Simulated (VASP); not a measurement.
Output of a VASP run:

OUTCAR:
```
 ion  position               nearest neighbor table
   1  0.000  0.000  0.000-   2 2.51   2 2.51   2 2.51   2 2.51
   2  0.250  0.250  0.250-   1 2.51   1 2.51   1 2.51   1 2.51
  LATTYP: Found a face centered cubic cell.
 ALAT       =     5.7854950320
 Subroutine PRICEL returns:
 Original cell was already a primitive cell.
 Subroutine GETGRP returns: Found 24 space group operations
The static configuration has the point symmetry T_d .
The dynamic configuration has the point symmetry T_d .
 Subroutine INISYM returns: Found 24 space group operations
 Subroutine IBZKPT returns following result:
 Found     29 irreducible k-points:

 Following reciprocal coordinates:
            Coordinates               Weight
  0.000000  0.000000  0.000000      1.000000
  0.125000  0.000000  0.000000      8.000000
  0.250000  0.000000  0.000000      8.000000
  0.375000  0.000000  0.000000      8.000000
  0.500000  0.000000  0.000000      4.000000
  0.125000  0.125000  0.000000      6.000000
  0.250000  0.125000  0.000000     24.000000
  0.375000  0.125000  0.000000     24.000000
  0.500000  0.125000  0.000000     24.000000
 -0.375000  0.125000  0.000000     24.000000
 -0.250000  0.125000  0.000000     24.000000
 -0.125000  0.125000  0.000000     12.000000
  0.250000  0.250000  0.000000      6.000000
  0.375000  0.250000  0.000000     24.000000
  0.500000  0.250000  0.000000     24.000000
 -0.375000  0.250000  0.000000     24.000000
 -0.250000  0.250000  0.000000     12.000000
  0.375000  0.375000  0.000000      6.000000
  0.500000  0.375000  0.000000     24.000000
 -0.375000  0.375000  0.000000     12.000000
  0.500000  0.500000  0.000000      3.000000
  0.375000  0.250000  0.125000     24.000000
  0.500000  0.250000  0.125000     48.000000
 -0.375000  0.250000  0.125000     24.000000
  0.500000  0.375000  0.125000     24.000000
 -0.375000  0.375000  0.125000     48.000000
 -0.250000  0.375000  0.125000     24.000000
 -0.375000  0.500000  0.125000     12.000000
 -0.250000  0.500000  0.250000      6.000000
   k-points           NKPTS =     29   k-points in BZ     NKDIM =     29   number of bands    NBANDS=     13
   number of dos      NEDOS =    301   number of ions     NIONS =      2
   total plane-waves  NPLWV =  27000
   dimension x,y,z NGX =    30 NGY =   30 NGZ =   30
   dimension x,y,z NGXF=    60 NGYF=   60 NGZF=   60
   ions per type =               1   1
   PREC   = accura    normal or accurate (medium, high low for compatibility)
   ISTART =      0    job   : 0-new  1-cont  2-samecut
   ICHARG =      2    charge: 1-file 2-atom 10-const
   ISPIN  =      1    spin polarized calculation?
   LNONCOLLINEAR =      F non collinear calculations
   LSORBIT =      F    spin-orbit coupling
   INIWAV =      1    electr: 0-lowe 1-rand  2-diag
   ENCUT  =  500.0 eV  36.75 Ry    6.06 a.u.   7.46  7.46  7.46*2*pi/ulx,y,z
   NELM   =    100;   NELMIN=  2; NELMDL= -5     # of ELM steps
   EDIFF  = 0.1E-05   stopping-criterion for ELM
   LREAL  =      F    real-space projection
   NLSPLINE    = F    spline interpolate recip. space projectors
   LMAXMIX     =    4 max onsite mixed and CHGCAR
   VOSKOWN=      0    Vosko Wilk Nusair interpolation
   EDIFFG = -.2E-01   stopping-criterion for IOM
   NSW    =     40    number of steps for IOM
   NBLOCK =      1;   KBLOCK =     40    inner block; outer block
   IBRION =      2    ionic relax: 0-MD 1-quasi-New 2-CG
   NFREE  =      1    steps in history (QN), initial steepest desc. (CG)
   ISIF   =      3    stress and relaxation
   ISYM   =      2    0-nonsym 1-usesym 2-fastsym
   TEIN   =    0.0    initial temperature
   TEBEG  =    0.0;   TEEND  =   0.0 temperature during run
   SMASS  =  -3.00    Nose mass-parameter (am)
   PSTRESS=   50.0 pullay stress
   NELECT =      18.0000    total number of electrons
   EFERMI =   0.00;   METHOD = LEGACY
   ISMEAR =     0;   SIGMA  =   0.05  broadening in eV -4-tet -1-fermi 0-gaus
   IALGO  =     38    algorithm
...
```

File OSZICAR:
```
...
DAV:   1    -0.626926720514E+01   -0.73090E-02   -0.44127E-02   774   0.556E+00    0.416E-01
DAV:   2    -0.626764341763E+01    0.16238E-02   -0.28534E-02   799   0.585E+00    0.182E-01
DAV:   3    -0.626655947324E+01    0.10839E-02   -0.58606E-03   799   0.275E+00    0.725E-02
DAV:   4    -0.626646939123E+01    0.90082E-04   -0.29962E-04   874   0.170E-01    0.236E-02
DAV:   5    -0.626646439393E+01    0.49973E-05   -0.12026E-05  1091   0.961E-02    0.201E-02
DAV:   6    -0.626646210101E+01    0.22929E-05   -0.19369E-06   677   0.215E-02    0.814E-03
DAV:   7    -0.626646155856E+01    0.54245E-06   -0.10187E-06   506   0.328E-02
   2 F= -.47508802E+01 E0= -.47508802E+01  d E =0.230016E-03
       N       E                     dE             d eps       ncg     rms          rms(c)
DAV:   1    -0.626466489286E+01    0.17972E-02   -0.21976E-02   774   0.391E+00    0.293E-01
DAV:   2    -0.626389725126E+01    0.76764E-03   -0.14258E-02   779   0.406E+00    0.129E-01
DAV:   3    -0.626333813085E+01    0.55912E-03   -0.29457E-03   779   0.198E+00    0.499E-02
DAV:   4    -0.626329485265E+01    0.43278E-04   -0.15316E-04   809   0.984E-02    0.185E-02
DAV:   5    -0.626329198063E+01    0.28720E-05   -0.79400E-06  1013   0.860E-02    0.151E-02
DAV:   6    -0.626329091259E+01    0.10680E-05   -0.97057E-07   447   0.154E-02    0.641E-03
DAV:   7    -0.626329063065E+01    0.28193E-06   -0.69535E-07   412   0.243E-02
   3 F= -.47510652E+01 E0= -.47510652E+01  d E =0.450153E-04
       N       E                     dE             d eps       ncg     rms          rms(c)
DAV:   1    -0.626260430497E+01    0.68661E-03   -0.12353E-03   764   0.932E-01    0.688E-02
DAV:   2    -0.626256141621E+01    0.42889E-04   -0.77485E-04   794   0.952E-01    0.301E-02
DAV:   3    -0.626253116487E+01    0.30251E-04   -0.16005E-04   779   0.460E-01    0.120E-02
DAV:   4    -0.626252876821E+01    0.23967E-05   -0.86449E-06   839   0.255E-02    0.412E-03
DAV:   5    -0.626252864761E+01    0.12060E-06   -0.28395E-07   412   0.181E-02
   4 F= -.47510930E+01 E0= -.47510930E+01  d E =0.172568E-04
       N       E                     dE             d eps       ncg     rms          rms(c)
DAV:   1    -0.626224338159E+01    0.28539E-03   -0.18482E-04   774   0.354E-01    0.271E-02
DAV:   2    -0.626223682009E+01    0.65615E-05   -0.11947E-04   779   0.374E-01    0.118E-02
DAV:   3    -0.626223211318E+01    0.47069E-05   -0.24947E-05   769   0.181E-01    0.474E-03
DAV:   4    -0.626223171903E+01    0.39415E-06   -0.11764E-06   412   0.101E-02
   5 F= -.47511020E+01 E0= -.47511020E+01  d E =0.822205E-05
       N       E                     dE             d eps       ncg     rms          rms(c)
DAV:   1    -0.626209640859E+01    0.13570E-03   -0.40396E-05   759   0.166E-01    0.131E-02
DAV:   2    -0.626209499304E+01    0.14156E-05   -0.27676E-05   784   0.180E-01    0.576E-03
DAV:   3    -0.626209388453E+01    0.11085E-05   -0.58741E-06   754   0.875E-02    0.234E-03
DAV:   4    -0.626209379508E+01    0.89443E-07   -0.23958E-07   392   0.487E-03
   6 F= -.47511059E+01 E0= -.47511059E+01  d E =0.432497E-05
       N       E                     dE             d eps       ncg     rms          rms(c)
DAV:   1    -0.626202860560E+01    0.65279E-04   -0.91856E-06   764   0.792E-02    0.624E-03
DAV:   2    -0.626202831271E+01    0.29289E-06   -0.63050E-06   764   0.863E-02
   7 F= -.47511080E+01 E0= -.47511080E+01  d E =0.226231E-05
```

File OUTCAR:
```
------------------------ aborting loop because EDIFF is reached ----------------------------------------
  FORCE on cell =-STRESS in cart. coord.  units (eV):
  Direction    XX          YY          ZZ          XY          YZ          ZX
  --------------------------------------------------------------------------------------
  Total        1.5268015      1.5268015      1.5268015      0.0000000      0.0000000      0.0000000
  in kB       50.5255466     50.5255466     50.5255466      0.0000000      0.0000000      0.0000000
  external PRESSURE =       0.5255466 kB  Pullay stress =      50.0000000 kB
  volume of cell :       48.42
      direct lattice vectors                 reciprocal lattice vectors
     0.000000000  2.892793179  2.892793179    -0.172843328  0.172843328  0.172843328
     2.892793179  0.000000000  2.892793179     0.172843328 -0.172843328  0.172843328
     2.892793179  2.892793179  0.000000000     0.172843328  0.172843328 -0.172843328
  FREE ENERGIE OF THE ION-ELECTRON SYSTEM (eV)
  ---------------------------------------------------
  free  energy   TOTEN  =        -6.2620283127 eV

  energy  without entropy=       -6.2620283127  energy(sigma->0) =       -6.26202831
  enthalpy is  TOTEN    =        -4.7511079588 eV   P V=        1.5109203539

 reached required accuracy - stopping structural energy minimisation
```
(Selected blocks of OUTCAR.)

### POSCAR
```
CuI
1
   -0.0000000000     2.8927475160     2.8927475160
    2.8927475160    -0.0000000000     2.8927475160
    2.8927475160     2.8927475160    -0.0000000000
Cu I
1 1
Direct
  0.0000000000   0.0000000000   0.0000000000
  0.2500000000   0.2500000000   0.2500000000
```

**Question.** Reconstruct the remaining input files.

**Answer.** Several could match; the one computed here: the input of the run itself, PBEsol GGA, plane waves, VASP's PBE PAW potentials (set 64).

KPOINTS:
```
Automatic
0
Gamma
  8 8 8
0 0 0
```

**INCAR**
```
ISMEAR = 0   # Gaussian
ISIF = 3
LASPH = .TRUE.
PREC = Accurate
SYSTEM = CuI
LCHARG = .FALSE.
NELM = 100
NSW = 40   # most ionic steps
ENCUT = 500   # plane-wave cut-off (eV)
PSTRESS = 50   # kbar
EDIFF = 1E-6
GGA = PS
EDIFFG = -0.02   # ionic stop
SIGMA = 0.05   # width (eV)
LWAVE = .FALSE.
LREAL = .FALSE.   # projection in real space or not
ALGO = Normal   # blocked Davidson
IBRION = 2   # conjugate gradients
LMAXMIX = 4   # l cut-off of mixed one-centre charges
```

POTCAR, in this order: Cu I (PBE.64 set). Program: vasp_std.

The structure was generated: CuI was put into the zinc blende type (F-43m), which need not be its known phase. This run relaxes it under an external pressure of 5 GPa. Symmetry was kept, so distortions that lower it aren't found.
